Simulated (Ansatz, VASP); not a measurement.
# Cross-check of InAs between VASP and Ansatz

Aim: how closely do two programs agree when they are given the same cell, functional and k mesh? The cell is taken from a series of runs on this material, whose earlier steps may have relaxed, scaled, displaced or heated it; both programs get it as it stands.

Calculated with Ansatz 0.2.0; plane waves, with VASP 6.6.1 beside it; zone-centre phonons at PBEsol.

## 1. Set-up

It takes space group F-43m (No. 216, cubic). Conventional cell: a = 6.046 Å, b = 6.046 Å, c = 6.046 Å, α = 90.00°, β = 90.00°, γ = 90.00°. Nearest to As lie 4 In at 2.62 Å. Nearest to In lie 4 As at 2.62 Å. Farther neighbours are not listed.

Coordinates:

```
As In
1.0
    -0.00056    3.02296    3.02296
     3.02296   -0.00056    3.02296
     3.02296    3.02296   -0.00056
As In
1 1
Direct
  0.74997 0.74997 0.74997
  0.00003 0.00003 0.00003
```

## 2. VASP: zone-centre phonons, PBEsol

Second derivatives magnify differences that forces hide, and they need a tight electronic threshold.

Lines of VASP's logs that name or quote its potential files are left out, and so is its time.

INCAR reads:

```
SYSTEM = InAs
PREC = Accurate
ENCUT = 500
EDIFF = 1E-08
NELM = 120
ISMEAR = 0
SIGMA = 0.015
LREAL = .FALSE.
ALGO = Normal
GGA = PS
NBANDS = 15
LORBIT = 11
LWAVE = .FALSE.
LCHARG = .FALSE.
ISIF = 2
ISYM = 2
IBRION = 8
LASPH = .TRUE.
GGA_COMPAT = .FALSE.
EFERMI = MIDGAP
KPAR = 2
```

POSCAR reads:

```
InAs
1.0
   -0.0005581052      3.0229588260      3.0229588260
    3.0229588260     -0.0005581052      3.0229588260
    3.0229588260      3.0229588260     -0.0005581052
As In
1 1
Direct
    0.7499746520      0.7499746520      0.7499746520
    0.0000253480      0.0000253480      0.0000253480
```

KPOINTS reads:

```
Points of the shifted mesh
1728
Reciprocal
 0.0416666667  0.0416666667  0.0416666667 1
 0.0416666667  0.0416666667  0.1250000000 1
 0.0416666667  0.0416666667  0.2083333333 1
 0.0416666667  0.0416666667  0.2916666667 1
 0.0416666667  0.0416666667  0.3750000000 1
 0.0416666667  0.0416666667  0.4583333333 1
 0.0416666667  0.0416666667  0.5416666667 1
 0.0416666667  0.0416666667  0.6250000000 1
 0.0416666667  0.0416666667  0.7083333333 1
 0.0416666667  0.0416666667  0.7916666667 1
 0.0416666667  0.0416666667  0.8750000000 1
 0.0416666667  0.0416666667  0.9583333333 1
 0.0416666667  0.1250000000  0.0416666667 1
 0.0416666667  0.1250000000  0.1250000000 1
 0.0416666667  0.1250000000  0.2083333333 1
 0.0416666667  0.1250000000  0.2916666667 1
 0.0416666667  0.1250000000  0.3750000000 1
 0.0416666667  0.1250000000  0.4583333333 1
 0.0416666667  0.1250000000  0.5416666667 1
 0.0416666667  0.1250000000  0.6250000000 1
 0.0416666667  0.1250000000  0.7083333333 1
 0.0416666667  0.1250000000  0.7916666667 1
 0.0416666667  0.1250000000  0.8750000000 1
 0.0416666667  0.1250000000  0.9583333333 1
 0.0416666667  0.2083333333  0.0416666667 1
 0.0416666667  0.2083333333  0.1250000000 1
 0.0416666667  0.2083333333  0.2083333333 1
 0.0416666667  0.2083333333  0.2916666667 1
 0.0416666667  0.2083333333  0.3750000000 1
 0.0416666667  0.2083333333  0.4583333333 1
 0.0416666667  0.2083333333  0.5416666667 1
 0.0416666667  0.2083333333  0.6250000000 1
 0.0416666667  0.2083333333  0.7083333333 1
 0.0416666667  0.2083333333  0.7916666667 1
 0.0416666667  0.2083333333  0.8750000000 1
 0.0416666667  0.2083333333  0.9583333333 1
 0.0416666667  0.2916666667  0.0416666667 1
 0.0416666667  0.2916666667  0.1250000000 1
 0.0416666667  0.2916666667  0.2083333333 1
 0.0416666667  0.2916666667  0.2916666667 1
 0.0416666667  0.2916666667  0.3750000000 1
 0.0416666667  0.2916666667  0.4583333333 1
 0.0416666667  0.2916666667  0.5416666667 1
 0.0416666667  0.2916666667  0.6250000000 1
 0.0416666667  0.2916666667  0.7083333333 1
 0.0416666667  0.2916666667  0.7916666667 1
 0.0416666667  0.2916666667  0.8750000000 1
 0.0416666667  0.2916666667  0.9583333333 1
 0.0416666667  0.3750000000  0.0416666667 1
 0.0416666667  0.3750000000  0.1250000000 1
 0.0416666667  0.3750000000  0.2083333333 1
 0.0416666667  0.3750000000  0.2916666667 1
 0.0416666667  0.3750000000  0.3750000000 1
 0.0416666667  0.3750000000  0.4583333333 1
 0.0416666667  0.3750000000  0.5416666667 1
 0.0416666667  0.3750000000  0.6250000000 1
 0.0416666667  0.3750000000  0.7083333333 1
 0.0416666667  0.3750000000  0.7916666667 1
 0.0416666667  0.3750000000  0.8750000000 1
 0.0416666667  0.3750000000  0.9583333333 1
 0.0416666667  0.4583333333  0.0416666667 1
 0.0416666667  0.4583333333  0.1250000000 1
 0.0416666667  0.4583333333  0.2083333333 1
 0.0416666667  0.4583333333  0.2916666667 1
 0.0416666667  0.4583333333  0.3750000000 1
 0.0416666667  0.4583333333  0.4583333333 1
 0.0416666667  0.4583333333  0.5416666667 1
 0.0416666667  0.4583333333  0.6250000000 1
 0.0416666667  0.4583333333  0.7083333333 1
 0.0416666667  0.4583333333  0.7916666667 1
 0.0416666667  0.4583333333  0.8750000000 1
 0.0416666667  0.4583333333  0.9583333333 1
 0.0416666667  0.5416666667  0.0416666667 1
 0.0416666667  0.5416666667  0.1250000000 1
 0.0416666667  0.5416666667  0.2083333333 1
 0.0416666667  0.5416666667  0.2916666667 1
 0.0416666667  0.5416666667  0.3750000000 1
 0.0416666667  0.5416666667  0.4583333333 1
 0.0416666667  0.5416666667  0.5416666667 1
 0.0416666667  0.5416666667  0.6250000000 1
 0.0416666667  0.5416666667  0.7083333333 1
 0.0416666667  0.5416666667  0.7916666667 1
 0.0416666667  0.5416666667  0.8750000000 1
 0.0416666667  0.5416666667  0.9583333333 1
 0.0416666667  0.6250000000  0.0416666667 1
 0.0416666667  0.6250000000  0.1250000000 1
 0.0416666667  0.6250000000  0.2083333333 1
 0.0416666667  0.6250000000  0.2916666667 1
 0.0416666667  0.6250000000  0.3750000000 1
 0.0416666667  0.6250000000  0.4583333333 1
 0.0416666667  0.6250000000  0.5416666667 1
 0.0416666667  0.6250000000  0.6250000000 1
 0.0416666667  0.6250000000  0.7083333333 1
 0.0416666667  0.6250000000  0.7916666667 1
 0.0416666667  0.6250000000  0.8750000000 1
 0.0416666667  0.6250000000  0.9583333333 1
 0.0416666667  0.7083333333  0.0416666667 1
 0.0416666667  0.7083333333  0.1250000000 1
 0.0416666667  0.7083333333  0.2083333333 1
 0.0416666667  0.7083333333  0.2916666667 1
 0.0416666667  0.7083333333  0.3750000000 1
 0.0416666667  0.7083333333  0.4583333333 1
 0.0416666667  0.7083333333  0.5416666667 1
 0.0416666667  0.7083333333  0.6250000000 1
 0.0416666667  0.7083333333  0.7083333333 1
 0.0416666667  0.7083333333  0.7916666667 1
 0.0416666667  0.7083333333  0.8750000000 1
 0.0416666667  0.7083333333  0.9583333333 1
 0.0416666667  0.7916666667  0.0416666667 1
 0.0416666667  0.7916666667  0.1250000000 1
 0.0416666667  0.7916666667  0.2083333333 1
 0.0416666667  0.7916666667  0.2916666667 1
[... 1390 lines left out ...]
 0.8750000000  0.4583333333  0.1250000000 1
 0.8750000000  0.4583333333  0.2083333333 1
 0.8750000000  0.4583333333  0.2916666667 1
 0.8750000000  0.4583333333  0.3750000000 1
 0.8750000000  0.4583333333  0.4583333333 1
 0.8750000000  0.4583333333  0.5416666667 1
 0.8750000000  0.4583333333  0.6250000000 1
 0.8750000000  0.4583333333  0.7083333333 1
 0.8750000000  0.4583333333  0.7916666667 1
 0.8750000000  0.4583333333  0.8750000000 1
 0.8750000000  0.4583333333  0.9583333333 1
 0.8750000000  0.5416666667  0.0416666667 1
 0.8750000000  0.5416666667  0.1250000000 1
 0.8750000000  0.5416666667  0.2083333333 1
 0.8750000000  0.5416666667  0.2916666667 1
 0.8750000000  0.5416666667  0.3750000000 1
 0.8750000000  0.5416666667  0.4583333333 1
 0.8750000000  0.5416666667  0.5416666667 1
 0.8750000000  0.5416666667  0.6250000000 1
 0.8750000000  0.5416666667  0.7083333333 1
 0.8750000000  0.5416666667  0.7916666667 1
 0.8750000000  0.5416666667  0.8750000000 1
 0.8750000000  0.5416666667  0.9583333333 1
 0.8750000000  0.6250000000  0.0416666667 1
 0.8750000000  0.6250000000  0.1250000000 1
 0.8750000000  0.6250000000  0.2083333333 1
 0.8750000000  0.6250000000  0.2916666667 1
 0.8750000000  0.6250000000  0.3750000000 1
 0.8750000000  0.6250000000  0.4583333333 1
 0.8750000000  0.6250000000  0.5416666667 1
 0.8750000000  0.6250000000  0.6250000000 1
 0.8750000000  0.6250000000  0.7083333333 1
 0.8750000000  0.6250000000  0.7916666667 1
 0.8750000000  0.6250000000  0.8750000000 1
 0.8750000000  0.6250000000  0.9583333333 1
 0.8750000000  0.7083333333  0.0416666667 1
 0.8750000000  0.7083333333  0.1250000000 1
 0.8750000000  0.7083333333  0.2083333333 1
 0.8750000000  0.7083333333  0.2916666667 1
 0.8750000000  0.7083333333  0.3750000000 1
 0.8750000000  0.7083333333  0.4583333333 1
 0.8750000000  0.7083333333  0.5416666667 1
 0.8750000000  0.7083333333  0.6250000000 1
 0.8750000000  0.7083333333  0.7083333333 1
 0.8750000000  0.7083333333  0.7916666667 1
 0.8750000000  0.7083333333  0.8750000000 1
 0.8750000000  0.7083333333  0.9583333333 1
 0.8750000000  0.7916666667  0.0416666667 1
 0.8750000000  0.7916666667  0.1250000000 1
 0.8750000000  0.7916666667  0.2083333333 1
 0.8750000000  0.7916666667  0.2916666667 1
 0.8750000000  0.7916666667  0.3750000000 1
 0.8750000000  0.7916666667  0.4583333333 1
 0.8750000000  0.7916666667  0.5416666667 1
 0.8750000000  0.7916666667  0.6250000000 1
 0.8750000000  0.7916666667  0.7083333333 1
 0.8750000000  0.7916666667  0.7916666667 1
 0.8750000000  0.7916666667  0.8750000000 1
 0.8750000000  0.7916666667  0.9583333333 1
 0.8750000000  0.8750000000  0.0416666667 1
 0.8750000000  0.8750000000  0.1250000000 1
 0.8750000000  0.8750000000  0.2083333333 1
 0.8750000000  0.8750000000  0.2916666667 1
 0.8750000000  0.8750000000  0.3750000000 1
 0.8750000000  0.8750000000  0.4583333333 1
 0.8750000000  0.8750000000  0.5416666667 1
 0.8750000000  0.8750000000  0.6250000000 1
 0.8750000000  0.8750000000  0.7083333333 1
 0.8750000000  0.8750000000  0.7916666667 1
 0.8750000000  0.8750000000  0.8750000000 1
 0.8750000000  0.8750000000  0.9583333333 1
 0.8750000000  0.9583333333  0.0416666667 1
 0.8750000000  0.9583333333  0.1250000000 1
 0.8750000000  0.9583333333  0.2083333333 1
 0.8750000000  0.9583333333  0.2916666667 1
 0.8750000000  0.9583333333  0.3750000000 1
 0.8750000000  0.9583333333  0.4583333333 1
 0.8750000000  0.9583333333  0.5416666667 1
 0.8750000000  0.9583333333  0.6250000000 1
 0.8750000000  0.9583333333  0.7083333333 1
 0.8750000000  0.9583333333  0.7916666667 1
 0.8750000000  0.9583333333  0.8750000000 1
 0.8750000000  0.9583333333  0.9583333333 1
 0.9583333333  0.0416666667  0.0416666667 1
 0.9583333333  0.0416666667  0.1250000000 1
 0.9583333333  0.0416666667  0.2083333333 1
 0.9583333333  0.0416666667  0.2916666667 1
 0.9583333333  0.0416666667  0.3750000000 1
 0.9583333333  0.0416666667  0.4583333333 1
 0.9583333333  0.0416666667  0.5416666667 1
 0.9583333333  0.0416666667  0.6250000000 1
 0.9583333333  0.0416666667  0.7083333333 1
 0.9583333333  0.0416666667  0.7916666667 1
 0.9583333333  0.0416666667  0.8750000000 1
 0.9583333333  0.0416666667  0.9583333333 1
 0.9583333333  0.1250000000  0.0416666667 1
 0.9583333333  0.1250000000  0.1250000000 1
 0.9583333333  0.1250000000  0.2083333333 1
 0.9583333333  0.1250000000  0.2916666667 1
 0.9583333333  0.1250000000  0.3750000000 1
 0.9583333333  0.1250000000  0.4583333333 1
 0.9583333333  0.1250000000  0.5416666667 1
 0.9583333333  0.1250000000  0.6250000000 1
 0.9583333333  0.1250000000  0.7083333333 1
 0.9583333333  0.1250000000  0.7916666667 1
 0.9583333333  0.1250000000  0.8750000000 1
 0.9583333333  0.1250000000  0.9583333333 1
 0.9583333333  0.2083333333  0.0416666667 1
 0.9583333333  0.2083333333  0.1250000000 1
 0.9583333333  0.2083333333  0.2083333333 1
 0.9583333333  0.2083333333  0.2916666667 1
 0.9583333333  0.2083333333  0.3750000000 1
 0.9583333333  0.2083333333  0.4583333333 1
 0.9583333333  0.2083333333  0.5416666667 1
 0.9583333333  0.2083333333  0.6250000000 1
 0.9583333333  0.2083333333  0.7083333333 1
 0.9583333333  0.2083333333  0.7916666667 1
 0.9583333333  0.2083333333  0.8750000000 1
 0.9583333333  0.2083333333  0.9583333333 1
 0.9583333333  0.2916666667  0.0416666667 1
 0.9583333333  0.2916666667  0.1250000000 1
 0.9583333333  0.2916666667  0.2083333333 1
 0.9583333333  0.2916666667  0.2916666667 1
 0.9583333333  0.2916666667  0.3750000000 1
 0.9583333333  0.2916666667  0.4583333333 1
 0.9583333333  0.2916666667  0.5416666667 1
 0.9583333333  0.2916666667  0.6250000000 1
 0.9583333333  0.2916666667  0.7083333333 1
 0.9583333333  0.2916666667  0.7916666667 1
 0.9583333333  0.2916666667  0.8750000000 1
 0.9583333333  0.2916666667  0.9583333333 1
 0.9583333333  0.3750000000  0.0416666667 1
 0.9583333333  0.3750000000  0.1250000000 1
 0.9583333333  0.3750000000  0.2083333333 1
 0.9583333333  0.3750000000  0.2916666667 1
 0.9583333333  0.3750000000  0.3750000000 1
 0.9583333333  0.3750000000  0.4583333333 1
 0.9583333333  0.3750000000  0.5416666667 1
 0.9583333333  0.3750000000  0.6250000000 1
 0.9583333333  0.3750000000  0.7083333333 1
 0.9583333333  0.3750000000  0.7916666667 1
 0.9583333333  0.3750000000  0.8750000000 1
 0.9583333333  0.3750000000  0.9583333333 1
 0.9583333333  0.4583333333  0.0416666667 1
 0.9583333333  0.4583333333  0.1250000000 1
 0.9583333333  0.4583333333  0.2083333333 1
 0.9583333333  0.4583333333  0.2916666667 1
 0.9583333333  0.4583333333  0.3750000000 1
 0.9583333333  0.4583333333  0.4583333333 1
 0.9583333333  0.4583333333  0.5416666667 1
 0.9583333333  0.4583333333  0.6250000000 1
 0.9583333333  0.4583333333  0.7083333333 1
 0.9583333333  0.4583333333  0.7916666667 1
 0.9583333333  0.4583333333  0.8750000000 1
 0.9583333333  0.4583333333  0.9583333333 1
 0.9583333333  0.5416666667  0.0416666667 1
 0.9583333333  0.5416666667  0.1250000000 1
 0.9583333333  0.5416666667  0.2083333333 1
 0.9583333333  0.5416666667  0.2916666667 1
 0.9583333333  0.5416666667  0.3750000000 1
 0.9583333333  0.5416666667  0.4583333333 1
 0.9583333333  0.5416666667  0.5416666667 1
 0.9583333333  0.5416666667  0.6250000000 1
 0.9583333333  0.5416666667  0.7083333333 1
 0.9583333333  0.5416666667  0.7916666667 1
 0.9583333333  0.5416666667  0.8750000000 1
 0.9583333333  0.5416666667  0.9583333333 1
 0.9583333333  0.6250000000  0.0416666667 1
 0.9583333333  0.6250000000  0.1250000000 1
 0.9583333333  0.6250000000  0.2083333333 1
 0.9583333333  0.6250000000  0.2916666667 1
 0.9583333333  0.6250000000  0.3750000000 1
 0.9583333333  0.6250000000  0.4583333333 1
 0.9583333333  0.6250000000  0.5416666667 1
 0.9583333333  0.6250000000  0.6250000000 1
 0.9583333333  0.6250000000  0.7083333333 1
 0.9583333333  0.6250000000  0.7916666667 1
 0.9583333333  0.6250000000  0.8750000000 1
 0.9583333333  0.6250000000  0.9583333333 1
 0.9583333333  0.7083333333  0.0416666667 1
 0.9583333333  0.7083333333  0.1250000000 1
 0.9583333333  0.7083333333  0.2083333333 1
 0.9583333333  0.7083333333  0.2916666667 1
 0.9583333333  0.7083333333  0.3750000000 1
 0.9583333333  0.7083333333  0.4583333333 1
 0.9583333333  0.7083333333  0.5416666667 1
 0.9583333333  0.7083333333  0.6250000000 1
 0.9583333333  0.7083333333  0.7083333333 1
 0.9583333333  0.7083333333  0.7916666667 1
 0.9583333333  0.7083333333  0.8750000000 1
 0.9583333333  0.7083333333  0.9583333333 1
 0.9583333333  0.7916666667  0.0416666667 1
 0.9583333333  0.7916666667  0.1250000000 1
 0.9583333333  0.7916666667  0.2083333333 1
 0.9583333333  0.7916666667  0.2916666667 1
 0.9583333333  0.7916666667  0.3750000000 1
 0.9583333333  0.7916666667  0.4583333333 1
 0.9583333333  0.7916666667  0.5416666667 1
 0.9583333333  0.7916666667  0.6250000000 1
 0.9583333333  0.7916666667  0.7083333333 1
 0.9583333333  0.7916666667  0.7916666667 1
 0.9583333333  0.7916666667  0.8750000000 1
 0.9583333333  0.7916666667  0.9583333333 1
 0.9583333333  0.8750000000  0.0416666667 1
 0.9583333333  0.8750000000  0.1250000000 1
 0.9583333333  0.8750000000  0.2083333333 1
 0.9583333333  0.8750000000  0.2916666667 1
 0.9583333333  0.8750000000  0.3750000000 1
 0.9583333333  0.8750000000  0.4583333333 1
 0.9583333333  0.8750000000  0.5416666667 1
 0.9583333333  0.8750000000  0.6250000000 1
 0.9583333333  0.8750000000  0.7083333333 1
 0.9583333333  0.8750000000  0.7916666667 1
 0.9583333333  0.8750000000  0.8750000000 1
 0.9583333333  0.8750000000  0.9583333333 1
 0.9583333333  0.9583333333  0.0416666667 1
 0.9583333333  0.9583333333  0.1250000000 1
 0.9583333333  0.9583333333  0.2083333333 1
 0.9583333333  0.9583333333  0.2916666667 1
 0.9583333333  0.9583333333  0.3750000000 1
 0.9583333333  0.9583333333  0.4583333333 1
 0.9583333333  0.9583333333  0.5416666667 1
 0.9583333333  0.9583333333  0.6250000000 1
 0.9583333333  0.9583333333  0.7083333333 1
 0.9583333333  0.9583333333  0.7916666667 1
 0.9583333333  0.9583333333  0.8750000000 1
 0.9583333333  0.9583333333  0.9583333333 1
```

PAW data sets: As and In_d (PBE family, release 64).

The run is started by

```
> mpirun -np 2 vasp_std
```

Numbers of over 12 decimals in the logs are rounded to 6 here.

The log of the run:

```text
[banner, memory and clock lines left out]
running    2 mpi-ranks, on    1 nodes
[...]
|                                                                             |
|               ----> ADVICE to this user running VASP <----                  |
|                                                                             |
|     You enforced a specific xc type in the INCAR file but a different       |
|     [... a line on the potential file left out ...]
|     I HOPE YOU KNOW WHAT YOU ARE DOING!                                     |
|                                                                             |

 LDA part: xc-table for (Slater+PW92), standard interpolation
 POSCAR, INCAR and KPOINTS ok, starting setup
[...]
entering main loop
       N       E                     dE             d eps       ncg     rms          rms(c)
DAV:   1     0.111447623769E+03    0.11145E+03   -0.81894E+03 52050   0.126E+03
DAV:   2    -0.112930135292E+01   -0.11258E+03   -0.10839E+03 55977   0.300E+02
DAV:   3    -0.858794893301E+01   -0.74586E+01   -0.74151E+01 66435   0.785E+01
DAV:   4    -0.877572993563E+01   -0.18778E+00   -0.18773E+00 63454   0.139E+01
DAV:   5    -0.878396833249E+01   -0.82384E-02   -0.82382E-02 77995   0.248E+00    0.447E+00
DAV:   6    -0.851953287098E+01    0.26444E+00   -0.40045E-01 81435   0.121E+01    0.245E+00
DAV:   7    -0.848730511871E+01    0.32228E-01   -0.11236E-01 71889   0.350E+00    0.688E-01
DAV:   8    -0.848573037474E+01    0.15747E-02   -0.13118E-02 67164   0.139E+00    0.202E-01
[...]
DAV:  14    -0.848604655718E+01    0.85595E-07   -0.69297E-08 62826   0.261E-03    0.147E-03
DAV:  15    -0.848604660353E+01   -0.46357E-07   -0.27596E-09 48978   0.695E-04    0.506E-04
DAV:  16    -0.848604662094E+01   -0.17410E-07   -0.11555E-09 36399   0.284E-04    0.120E-04
DAV:  17    -0.848604662392E+01   -0.29781E-08   -0.79167E-10 31464   0.200E-04
   1 F= -.84860466E+01 E0= -.84860466E+01  d E =-.299895E-82
 Linear response reoptimize wavefunctions to high precision
DAV:   1    -0.848604662499E+01   -0.10675E-08   -0.13238E-10 40865   0.140E-04
DAV:   2    -0.848604662499E+01   -0.22737E-12   -0.42627E-11 31030   0.609E-05
 Linear response DOF=           2
 Linear response progress:
  Degree of freedom:   1/  2
       N       E                     dE             d eps       ncg     rms          rms(c)
RMM:   1    -0.467475412560E-01   -0.46748E-01    0.64348E-02107094   0.155E+00
RMM:   2    -0.443612364880E-01    0.23863E-02    0.13449E-03 81317   0.574E-01    0.107E-01
RMM:   3    -0.450531609056E-01   -0.69192E-03   -0.18493E-03 95744   0.240E-01    0.474E-02
RMM:   4    -0.452639648926E-01   -0.21080E-03   -0.14255E-04 96785   0.792E-02    0.113E-02
RMM:   5    -0.453057629455E-01   -0.41798E-04   -0.17119E-05100265   0.314E-02    0.510E-03
RMM:   6    -0.452913863704E-01    0.14377E-04   -0.20529E-06 97174   0.859E-03    0.149E-03
RMM:   7    -0.452897733401E-01    0.16130E-05   -0.20216E-07106314   0.260E-03    0.991E-04
RMM:   8    -0.452904592713E-01   -0.68593E-06   -0.85114E-08 96857   0.112E-03    0.475E-04
RMM:   9    -0.452910465475E-01   -0.58728E-06   -0.36567E-08101082   0.391E-04    0.988E-05
RMM:  10    -0.452911084754E-01   -0.61928E-07    0.90445E-09109512   0.149E-04    0.676E-05
RMM:  11    -0.452911038769E-01    0.45984E-08   -0.36763E-08102606   0.561E-05    0.122E-05
 first order change of Fermi-energy   0.35069E+00
 force on displaced ion       1 direction 1 :  -7.751  -0.002  -0.002
 Linear response progress:
  Degree of freedom:   2/  2
       N       E                     dE             d eps       ncg     rms          rms(c)
RMM:   1    -0.233279304156E+00   -0.23328E+00   -0.91673E-02 69968   0.489E+00
RMM:   2    -0.235795532674E+00   -0.25162E-02   -0.13370E-02 88196   0.104E+00    0.778E-02
RMM:   3    -0.235733257409E+00    0.62275E-04   -0.15572E-03 95791   0.322E-01    0.388E-02
RMM:   4    -0.235525340587E+00    0.20792E-03   -0.14501E-04 98308   0.108E-01    0.206E-02
RMM:   5    -0.235471935348E+00    0.53405E-04   -0.34273E-05102469   0.398E-02    0.742E-03
RMM:   6    -0.235468041635E+00    0.38937E-05   -0.59777E-06101960   0.136E-02    0.185E-03
RMM:   7    -0.235478539776E+00   -0.10498E-04   -0.34835E-07104619   0.405E-03    0.813E-04
RMM:   8    -0.235477542010E+00    0.99777E-06    0.54426E-07102974   0.169E-03    0.437E-04
RMM:   9    -0.235477031437E+00    0.51057E-06    0.16606E-07107234   0.751E-04    0.100E-04
RMM:  10    -0.235476935092E+00    0.96344E-07    0.16909E-07110195   0.317E-04    0.279E-05
RMM:  11    -0.235476971591E+00   -0.36499E-07    0.18601E-07110972   0.152E-04    0.109E-05
RMM:  12    -0.235477003473E+00   -0.31882E-07    0.11989E-07106338   0.851E-05    0.375E-06
RMM:  13    -0.235477010705E+00   -0.72318E-08    0.11983E-07109563   0.505E-05    0.578E-06
RMM:  14    -0.235477014241E+00   -0.35357E-08    0.44629E-08 92148   0.316E-05    0.191E-06
 first order change of Fermi-energy  -0.35069E+00
 force on displaced ion       2 direction 1 :  -7.718  -0.002  -0.002
 Linear response finished
```

(Part 1 of 2 ends here.)

[Lines on the potential files, build, host, timing and source positions are cut from VASP's logs without a mark.]

[Logs are printed without paths, hosts, clocks, repeated set-up lines and the standing remarks that a program may print on its own settings, such as how far it seeks lower states.]

[Hosts, paths, dates, database ids (printed as entryN), source tags and the programs' standing remarks are cut or masked in the printed files.]
